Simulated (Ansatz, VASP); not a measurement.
# Ru (Ruthenium) in two plane-wave programs

Wanted: the spread between two codes on one cell, functional and k mesh. The cell is taken from a series of runs on this material, whose earlier steps may have relaxed, scaled, displaced or heated it; both programs get it as it stands.

Program: Ansatz 0.2.0. Level of theory: plane waves, with VASP 6.6.1 beside it; zone-centre phonons at PBE with D3(BJ). Results are calculated unless marked as measured.

## Step 1: Set-up

Symmetry: P6_3/mmc, No. 194, hexagonal system. Conventional cell: a = 2.698 Å, b = 2.698 Å, c = 4.263 Å, α = 90.00°, β = 90.00°, γ = 120.00°. Nearest to Ru lie 12 Ru at 2.64 to 2.70 Å.

## Step 2: Ansatz: zone-centre phonons, PBE with D3(BJ)

Ansatz runs on its default PAW (the set named soft_2) files.

Second derivatives magnify differences that forces hide, and they need a tight electronic threshold.

input.yaml reads:

```yaml
crystal:
  lattice:
    - [2.6984553218, 0.0, 0.0]
    - [-1.3492276609, 2.3369308597, 0.0]
    - [0.0, 0.0, 4.2630985229]
  atoms:
    - { symbol: Ru, position: [0.3333333333, 0.6666666667, 0.25] }
    - { symbol: Ru, position: [0.6666666667, 0.3333333333, 0.75] }
kpoints:
  mp_grid: { grid: [18, 18, 12] }
hamiltonian:
  xc: pbe
  dispersion: d3bj
scf:
  occupations: { method: methfessel_paxton, width: 0.2 }
output:
  eigenvalues: true
phonons:
  method: dfpt
```

Started as:

```sh
$ ansatz run input.yaml --threads 4 --pin off --max-ram 16384MiB --backend cpu --events-out ev --progress --plain --runs-dir out
```

Numbers of over 12 decimals in the logs are rounded to 6 here.

The log of the run:

```text
zone centre: on kpoints.mp_grid the ground state, and the responses unless they are solved on pairs of k-points, stand on 637 of the mesh's 3888 k-points, reduced under 4 symmetry operations, with k and −k counted as one. Each operation leaves every solved displacement unchanged or reverses it
Engine: ansatz 0.2.0, aarch64-unknown-linux-gnu
Pseudopotentials: kind: paw
Pseudopotential: Ru, paw, valence charge 16, recommended cutoff 420 eV (normal), Ru.paw.azcp
Functional definition: PBE
  parameter kappa = 0.804
  parameter beta = 0.066725
  exchange = pbe_x(kappa = kappa, mu = beta*pi^2/3)
  correlation = pbe_c(beta = beta)
Crystal: 2 atoms, lattice volume = 26.884 Å³
Basis set: ecut = 420 eV, 537 PW (Γ), exchange–correlation on 40×40×60 points (8 copies of the dense FFT grid, shifted against one another)
Bands: 20, of which v1, the nominal top of the filled ones, is band 16 counted from 1 (15 counted from 0)
Symmetry: 24 space group operations
k-points: 637 of 3888 (irreducible under 4 space group operations, time reversal used)
Non-local potential: Ru, projectors of the file, l = 0: 3, l = 1: 2, l = 2: 2, l = 3: 1
PAW form: soft (Blöchl's): semilocal exchange-correlation on the pseudo side does not see the compensation charge
PAW one-centre angular grid: Ru, 590 points (default); XC on 64 Gauss nodes
Initial density: superposition of atomic densities (neutral atoms: chi_scale 0, normalization atom), corrected by the library's trained network
Initial wavefunctions: pseudopotential atomic-orbital guess
Functional: x = pbe(κ = 0.804, μ = 0.219515), c = pbe(β = 0.066725)
SCF iter   1: F=—  HF=-11758.620677 eV  |F-HF|=—  |Δ(HF+E_count)|=         —  Δρ=6.67e-3  dr2=2.34e-3  ethr=1.77e-3  ⟨swp⟩=5.0  Hψ=113451  notcnv=0  defer=74
automatic band count: the SCF goes on with 24 bands, as 20 were too few: they end inside the smearing window of the response
preconditioner: auto → none  [metal: Δε(μ)=0.007 eV  Ē_g=11.629 eV  σ=0.200 eV  W_gap=0.03  n_scr=8 (ndim 8)  ℏωp=28.6 eV  f_vac=0.000  D(μ)=1.60/eV (n_scr^D=22)  sad-step TF]
SCF iter   2: F=—  HF=-11758.622633 eV  |F-HF|=—  |Δ(HF+E_count)|=   1.96e-3  S|Δr|=    0.00e0  Δρ=3.90e-3  dr2=8.38e-4  ethr=7.32e-6  ⟨swp⟩=2.0  Hψ=26534  notcnv=0  defer=74
SCF iter   3: F=—  HF=-11758.623710 eV  |F-HF|=—  |Δ(HF+E_count)|=   1.08e-3  S|Δr|=    0.00e0  Δρ=3.04e-4  dr2=8.93e-6  ethr=2.62e-6  ⟨swp⟩=2.2  Hψ=18293  notcnv=0  defer=74
SCF iter   4: F=—  HF=-11758.623709 eV  |F-HF|=—  |Δ(HF+E_count)|=   9.46e-7  S|Δr|=    0.00e0  Δρ=1.21e-4  dr2=6.43e-7  ethr=2.79e-8  ⟨swp⟩=2.0  Hψ=23920  notcnv=0  defer=74
SCF iter   5: F=—  HF=-11758.623710 eV  |F-HF|=—  |Δ(HF+E_count)|=   9.80e-7  S|Δr|=    0.00e0  Δρ=2.82e-5  dr2=2.89e-8  ethr=2.01e-9  ⟨swp⟩=3.0  Hψ=23632  notcnv=0  defer=74
SCF iter   6: F=—  HF=-11758.623710 eV  |F-HF|=—  |Δ(HF+E_count)|=   6.28e-8  S|Δr|=    0.00e0  Δρ=2.64e-6  dr2=3.55e-10  ethr=9.03e-11  ⟨swp⟩=2.4  Hψ=21285  notcnv=0  defer=74
SCF iter   7: F=-11758.623710 eV  HF=-11758.623710 eV  |F-HF|=3.64e-12  |Δ(HF+E_count)|=  3.89e-10  S|Δr|=    0.00e0  Δρ=3.21e-7  dr2=3.99e-12  ethr=1.00e-12  ⟨swp⟩=7.4  Hψ=86696  notcnv=0
SCF 1 converged in 7 iterations: F = -11758.623710 eV  dr2 = 3.99e-12
  greatest PAW one-centre occupation: 0.998 electrons in one spin orbital (limit 2), on the Ru atom at site 1 (counted from 0), in its partial waves of l = 0
DFPT response loops at Γ: preconditioner auto → Kerker (q_TF=auto, 2.809 Å⁻¹) (partly filled bands, converged f_vac=0.000); β = 1.00, the filter's whole step (`scf.mixing.beta` (0.50) is not read by the response loops under this deck's `scf.mixing.preconditioner`; to damp them name `kerker` or `kerker_dos`, under which they read `scf.mixing.beta`, and type it under 1.00, their step now; both keys bind the ground state too); Broyden in place of MSR1
SCF converged after 7 iterations
Stability not checked: this state was not tested for a lower state beside it, because cold or Methfessel-Paxton smearing, or corrected tetrahedra, fill the levels in a way that the test cannot read (fill_not_monotonic; see scf.lower_state_search)
Free energy (F): -11758.623710 eV
Harris-Foulkes:  -11758.623710 eV  (|F-HF|=3.64e-12)
Internal energy: -11758.624078 eV  (E = F + TS)
E sigma→0 (E₀):  -11758.623802 eV
Entropy (-TS):   0.000368 eV (0.184 meV/atom)
Fermi energy:    23.817881 eV
Step filling:    the computed levels leave a gap of 0.0000 eV = 0.0 smearing widths at the electron count; against every level under it full and every level over it empty, smearing changes F+E_penalty+E_count by +0.418 meV and its σ→0 estimate by +0.326 meV
--- Per-component energies (eV) ---
  E_band       = -97.742266
  E_kinetic    = 1029.748644
  E_local      = -2494.846930  (includes V_loc(G=0)·N_el)
  E_nonlocal   = 685.973757
  E_hartree    = 802.004994
  E_xc         = -381.767103
  E_vxc        = -479.371309  (∫ρ·V_xc dr)
  E_paw        = -6921.431774  (= ΣΔE_a)
  E_vpaw       = -443.255986  (= ΣTr[D̂ρ^β])
  E_aug_tail   = -0.000402  (compensation charges beyond the density's cutoff)
  E_ewald      = -4477.043672
  E_disp       = -1.261591  (pairwise vdW)
  E_smearing   = 0.000368  (= −TS)
  E_closure    = -0.000000  (closes the sum)
  Σ components = -11758.623710   (vs F -11758.623710, Δ=0.00e0)
--- Band table (eV; the first three rows and the last of 637) ---
  k-point 0: bands = [... 12 lower, 21.3708, 21.8714, 21.8714, 22.3882, 22.3882, 25.0147, 25.0147, 25.1346, ... 4 higher]
  k-point 1: bands = [... 12 lower, 21.3306, 21.8232, 21.8232, 22.5030, 22.5030, 24.8647, 25.0209, 25.0209, ... 4 higher]
  k-point 2: bands = [... 12 lower, 21.2192, 21.6924, 21.6924, 22.7916, 22.7916, 24.1705, 25.0238, 25.0238, ... 4 higher]
  k-point 636: bands = [... 12 lower, 21.1422, 21.1422, 22.4578, 22.4578, 25.4837, 25.4837, 28.9383, 28.9383, ... 4 higher]
--- Phonons (Γ-DFPT): 2 representative perturbations + reference, on 637 of 3888 k-points (Σ response iterations 7) ---
  k mesh reduced under 4 symmetry operations, with k and −k counted as one. Each operation leaves every solved displacement unchanged or reverses it
  ASR residual: 4.060e-5 → 0.000e0 eV/Å²; symmetrization residual: 1.116e-12 eV/Å²
  pairwise dispersion correction: d3bj (s6 = 1.0, s8 = 0.7875, a1 = 0.4289, a2_bohr = 4.4407), with the weights of each atom's references fixed at the reference crystal's, and the forces and stress that the weights' published response gives there kept as a pressure on the atom's counted neighbours (hamiltonian.dispersion)
  ASR residual per site (eV/Å²): 4.06e-5 4.06e-5
  Γ frequencies (cm⁻¹): 0.00 0.00 0.00 204.72 204.72 272.88
  non-analytic LO–TO correction: not included (Born effective charges unavailable; polar crystals: no LO–TO splitting at Γ)
```

The column dr2 measures how far the density is from self-consistency, as an energy; F and HF (Harris–Foulkes) agree once it is small.

## Step 3: VASP: zone-centre phonons, PBE with D3(BJ)

The same cell, functional, mesh and smearing now go to VASP, with its own data sets.

Lines of VASP's logs that name or quote its potential files are left out, and so is its time.

INCAR reads:

```
SYSTEM = Ru
PREC = Accurate
ENCUT = 500
EDIFF = 1E-08
NELM = 120
ISMEAR = 1
SIGMA = 0.2
LREAL = .FALSE.
ALGO = Normal
GGA = PE
IVDW = 12
NBANDS = 20
LASPH = .TRUE.
LORBIT = 11
LWAVE = .FALSE.
LCHARG = .FALSE.
ISIF = 2
IBRION = 6
NFREE = 2
POTIM = 0.015
NSW = 1
GGA_COMPAT = .FALSE.
KPAR = 2
```

POSCAR reads:

```
Ru
1.0
    2.6984553218      0.0000000000      0.0000000000
   -1.3492276609      2.3369308597      0.0000000000
    0.0000000000      0.0000000000      4.2630985229
Ru
2
Direct
    0.3333333334      0.6666666668      0.2500000000
    0.6666666668      0.3333333334      0.7500000000
```

KPOINTS reads:

```
Automatic mesh
0
Gamma
18 18 12
0 0 0
```

Potentials, in the order of the species: Ru_pv (PBE family, release 64).

Started as:

```sh
$ mpirun -np 2 vasp_std
```

The log of the run:

```text
[banner, memory and clock lines left out]
running    2 mpi-ranks, on    1 nodes
 distrk:  each k-point on    1 cores,    2 groups
 distr:  one band on    1 cores,    1 groups

 POSCAR found type information on POSCAR Ru
 POSCAR found :  1 types and       2 ions
 LDA part: xc-table for (Slater+PW92), standard interpolation
 POSCAR, INCAR and KPOINTS ok, starting setup
 FFT: planning ... GRIDC
 FFT: planning ... GRID_SOFT
 FFT: planning ... GRID
 WAVECAR not read
 entering main loop
       N       E                     dE             d eps       ncg     rms          rms(c)
DAV:   1     0.281835967461E+03    0.28184E+03   -0.17467E+04 10376   0.152E+03
DAV:   2    -0.138771534437E+02   -0.29571E+03   -0.28737E+03 10656   0.454E+02
DAV:   3    -0.197392914573E+02   -0.58621E+01   -0.58165E+01 11796   0.713E+01
DAV:   4    -0.197859922398E+02   -0.46701E-01   -0.46655E-01 13352   0.599E+00
DAV:   5    -0.197866889477E+02   -0.69671E-03   -0.69445E-03 11616   0.621E-01    0.182E+01
DAV:   6    -0.185399482344E+02    0.12467E+01   -0.28998E+00 11808   0.172E+01    0.501E+00
DAV:   7    -0.184602332168E+02    0.79715E-01   -0.41476E-01 11904   0.507E+00    0.113E+00
DAV:   8    -0.184536114933E+02    0.66217E-02   -0.24542E-02 11632   0.112E+00    0.228E-01
DAV:   9    -0.184534321196E+02    0.17937E-03   -0.11669E-03 11968   0.369E-01    0.353E-02
DAV:  10    -0.184534353849E+02   -0.32653E-05   -0.11383E-04 11552   0.111E-01    0.290E-02
DAV:  11    -0.184534300113E+02    0.53736E-05   -0.20275E-05 11876   0.434E-02    0.113E-03
DAV:  12    -0.184534299580E+02    0.53336E-07   -0.16754E-07 12052   0.379E-03    0.903E-04
DAV:  13    -0.184534300066E+02   -0.48600E-07   -0.13331E-09  7796   0.333E-04    0.327E-04
DAV:  14    -0.184534300079E+02   -0.13079E-08   -0.45568E-10  7004   0.231E-04
   1 F= -.19714680E+02 E0= -.19714799E+02  d E =0.355562E-03
[...]
2 F= -.19713804E+02 E0= -.19713897E+02  d E =0.279240E-03
[...]
3 F= -.19713804E+02 E0= -.19713897E+02  d E =0.279235E-03
[...]
4 F= -.19713105E+02 E0= -.19713214E+02  d E =0.326188E-03
 Finite differences progress:
  Degree of freedom:   2/  2
  Displacement:        1/  2
  Total:               3/  4
 bond charge predicted
       N       E                     dE             d eps       ncg     rms          rms(c)
DAV:   1    -0.184326458154E+02    0.19212E-01   -0.38171E+00 19764   0.385E+01    0.193E-01
DAV:   2    -0.184523677598E+02   -0.19722E-01   -0.20745E-01 15760   0.427E+00    0.110E-01
DAV:   3    -0.184520221232E+02    0.34564E-03   -0.11638E-03 18392   0.309E-01    0.618E-02
DAV:   4    -0.184518751766E+02    0.14695E-03   -0.42891E-04 17388   0.241E-01    0.163E-02
DAV:   5    -0.184518588129E+02    0.16364E-04   -0.77094E-05 17700   0.905E-02    0.714E-03
DAV:   6    -0.184518579261E+02    0.88680E-06   -0.40526E-06 17768   0.286E-02    0.733E-04
DAV:   7    -0.184518579326E+02   -0.64579E-08   -0.15288E-07 18312   0.443E-03    0.337E-04
DAV:   8    -0.184518579344E+02   -0.17876E-08   -0.11118E-08 11516   0.841E-04
   5 F= -.19713105E+02 E0= -.19713214E+02  d E =0.326172E-03
 Finite differences progress:
  Degree of freedom:   2/  2
  Displacement:        2/  2
  Total:               4/  4
```

Parts of OUTCAR (step 3):

```text
ion  position               nearest neighbor table
   1  0.333  0.667  0.250-   2 2.64   2 2.64   2 2.64   2 2.64   2 2.64   2 2.64
   2  0.667  0.333  0.750-   1 2.64   1 2.64   1 2.64   1 2.64   1 2.64   1 2.64

  LATTYP: Found a hexagonal cell.
 ALAT       =     2.6984553218
 C/A-ratio  =     1.5798292039

 Subroutine GETGRP returns: Found 24 space group operations
 (whereof 12 operations were pure point group operations)

The static configuration has the point symmetry D_3d.
 The point group associated with its full space group is D_6h.

 Found    259 irreducible k-points:

   k-points           NKPTS =    259   k-points in BZ     NKDIM =    259   number of bands    NBANDS=     20

   dimension x,y,z NGX =    20 NGY =   20 NGZ =   32
   dimension x,y,z NGXF=    40 NGYF=   40 NGZF=   64

   ENCUT  =  500.0 eV  36.75 Ry    6.06 a.u.   4.92  4.92  7.77*2*pi/ulx,y,z

   NELECT =      28.0000    total number of electrons

 k-points in reciprocal lattice and weights: Automatic mesh
   0.00000000  0.00000000  0.00000000       0.000
   0.05555556 -0.00000000  0.00000000       0.002
   0.11111111 -0.00000000  0.00000000       0.002
   0.16666667  0.00000000  0.00000000       0.002
   0.22222222  0.00000000  0.00000000       0.002
   0.27777778  0.00000000  0.00000000       0.002
   0.33333333  0.00000000  0.00000000       0.002
   0.38888889 -0.00000000  0.00000000       0.002
   0.44444444  0.00000000  0.00000000       0.002
[...]
0.33333333  0.27777778  0.50000000       0.003
   0.33333333  0.33333333  0.50000000       0.001

 Edisp (eV)   -1.26125

 average (electrostatic) potential at core
       1 -67.0359       2 -67.0359

 E-fermi :  13.0290

 k-point     1 :       0.0000    0.0000    0.0000
  band No.  band energies     occupation
    ...
     11      10.5846      2.00000
     12      11.0807      2.00000
     13      11.0807      2.00000
     14      11.6046      2.00000
     15      11.6046      2.00000
     16      14.2241     -0.00000
     17      14.2241     -0.00000
     18      14.3492     -0.00000
     19      23.3896      0.00000
     20      23.4326      0.00000

 k-point     2 :       0.0556   -0.0000    0.0000
  band No.  band energies     occupation
    ...
     11      10.7994      2.00000
     12      11.0288      2.00000
     13      11.1657      2.00000
     14      11.4922      2.00000
     15      11.5337      2.00000
     16      13.1612      0.10899
     17      14.2701     -0.00000
     18      15.5672     -0.00000
     19      23.3841      0.00000
     20      23.4326      0.00000

 k-point     3 :       0.1111   -0.0000    0.0000
  band No.  band energies     occupation
    ...
     12      11.0763      2.00000
     13      11.1390      2.00000
     14      11.3152      2.00000
     15      11.4455      2.00000
     16      12.3416      2.00001
     17      14.3870     -0.00000
     18      16.9353     -0.00000
     19      23.3588      0.00000
     20      23.4326      0.00000

 Edisp (eV)   -1.26125

  Total      -0.00635    -0.00635     0.00704     0.00000     0.00000     0.00000
  in kB      -0.37850    -0.37850     0.41965     0.00000     0.00000     0.00000
  external pressure =       -0.11 kB  Pullay stress =        0.00 kB

  energy-cutoff  :      500.00
  volume of cell :       26.88
      direct lattice vectors                 reciprocal lattice vectors
     2.698455322  0.000000000  0.000000000     0.370582382  0.213955838  0.000000000
    -1.349227661  2.336930860  0.000000000     0.000000000  0.427911676  0.000000000
     0.000000000  0.000000000  4.263098523     0.000000000  0.000000000  0.234571168

 POSITION                                       TOTAL-FORCE (eV/Angst)
 -----------------------------------------------------------------------------------
      0.00000      1.55795      1.05077         0.000000     -0.000000      0.209980
      1.34923      0.77898      3.19732        -0.000000      0.000000     -0.209980
 -----------------------------------------------------------------------------------
    total drift:                               -0.000000     -0.000000     -0.000251

  FREE ENERGIE OF THE ION-ELECTRON SYSTEM (eV)
  ---------------------------------------------------
  free  energy   TOTEN  =       -19.7131053504 eV

  energy  without entropy=      -19.7134315224  energy(sigma->0) =      -19.71321407

 Eigenvectors and eigenvalues of the dynamical matrix
 ----------------------------------------------------

   1 f  =    8.228201 THz    51.699310 2PiTHz  274.463234 cm-1    34.029089 meV
             X         Y         Z           dx          dy          dz
      0.000000  1.557954  1.065775    -0.000000   -0.000000    0.707107
      1.349228  0.778977  3.197324    -0.000000    0.000000   -0.707107

   2 f  =    6.134454 THz    38.543909 2PiTHz  204.623348 cm-1    25.370050 meV
             X         Y         Z           dx          dy          dz
      0.000000  1.557954  1.065775    -0.000001    0.707107    0.000000
      1.349228  0.778977  3.197324     0.000001   -0.707107   -0.000000

   3 f  =    6.134454 THz    38.543909 2PiTHz  204.623348 cm-1    25.370050 meV
             X         Y         Z           dx          dy          dz
      0.000000  1.557954  1.065775     0.707107    0.000001    0.000000
      1.349228  0.778977  3.197324    -0.707107   -0.000001   -0.000000

   4 f  =    0.000000 THz     0.000000 2PiTHz    0.000001 cm-1     0.000000 meV
             X         Y         Z           dx          dy          dz
      0.000000  1.557954  1.065775    -0.091904   -0.295313   -0.635880
      1.349228  0.778977  3.197324    -0.091904   -0.295313   -0.635880

   5 f/i=    0.000000 THz     0.000000 2PiTHz    0.000002 cm-1     0.000000 meV
             X         Y         Z           dx          dy          dz
      0.000000  1.557954  1.065775     0.440371    0.474714   -0.284112
      1.349228  0.778977  3.197324     0.440371    0.474714   -0.284112

   6 f/i=    0.000000 THz     0.000000 2PiTHz    0.000003 cm-1     0.000000 meV
             X         Y         Z           dx          dy          dz
      0.000000  1.557954  1.065775    -0.545552    0.432939   -0.122215
      1.349228  0.778977  3.197324    -0.545552    0.432939   -0.122215

 ELASTIC MODULI CONTR FROM IONIC RELAXATION (kBar)
 Direction    XX          YY          ZZ          XY          YZ          ZX
 --------------------------------------------------------------------------------
 XX         -67.5309     67.5309      0.0000      0.0000      0.0000      0.0000
 YY          67.5309    -67.5309      0.0000     -0.0000      0.0000      0.0000
 ZZ           0.0000      0.0000      0.0000      0.0000      0.0000      0.0000
 XY           0.0000     -0.0000      0.0000    -67.5309      0.0000      0.0000
 YZ           0.0000      0.0000      0.0000      0.0000      0.0000      0.0000
 ZX           0.0000      0.0000      0.0000      0.0000      0.0000      0.0000
 --------------------------------------------------------------------------------

 total charge
# of ion       s       p       d       tot
------------------------------------------
    1        0.410   6.319   5.964  12.692
    2        0.410   6.319   5.964  12.692
--------------------------------------------------
tot          0.820  12.638  11.927  25.385

[... 3 further parts left out ...]
```

The last energy, forces, stress and levels in OUTCAR belong to the last displaced cell, not to the cell of POSCAR. Dispersion corrections of this kind ignore metallic screening and tend to overbind metals.

Levels, forces or a CONTCAR printed for this step are those of its last displaced cell, not of the structure at rest.

## Step 4: Comparison

Known differences besides the potentials themselves: the data sets hold 32 valence electrons in Ansatz (on its default PAW (the set named soft_2) files) and 28 in VASP; the cutoff is 420 eV in Ansatz and 500 eV in VASP; Ansatz takes the dispersion share of the force constants at frozen C6 weights, VASP differentiates the full forces; VASP uses finite displacements, Ansatz perturbation theory. Total energies have different zeros and are not compared.

The two programs side by side:

```csv
quantity,Ansatz,VASP,difference
optical mode 1 to 2 (cm⁻¹),204.7,204.6,+0.05 %
optical mode 3 (cm⁻¹),272.9,274.5,-0.58 %
```

Modes are paired by rising frequency, not by their patterns, so a pair may set unlike modes beside each other; they are those without the splitting of longitudinal modes.

## Step 5: What came out

| Property | Result |
| --- | --- |
| r.m.s. difference of the optical zone-centre modes, each program's sorted by frequency (zone-centre phonons, PBE with D3(BJ)) | 0.92 cm⁻¹ |
| difference in optical mode 3 (zone-centre phonons, PBE with D3(BJ)) | -0.6 % |

In words: The r.m.s. difference of the optical zone-centre modes, each program's sorted by frequency is 0.92 cm⁻¹ (zone-centre phonons, PBE with D3(BJ)). The data sets hold unlike numbers of valence electrons (32 in Ansatz and 28 in VASP), so part of the differences comes from the potentials. Among the rows given in per cent, the largest difference of the zone-centre phonons, PBE with D3(BJ) pair is in optical mode 3, -0.6 %. How closely two codes agree says nothing of how well the functional describes the real material.

[Lines on the potential files, build, host, timing and source positions are cut from VASP's logs without a mark.]

[Logs are printed without paths, hosts, clocks, repeated set-up lines and the standing remarks that a program may print on its own settings, such as how far it seeks lower states.]

[Hosts, paths, dates, database ids (printed as entryN), source tags and the programs' standing remarks are cut or masked in the printed files.]
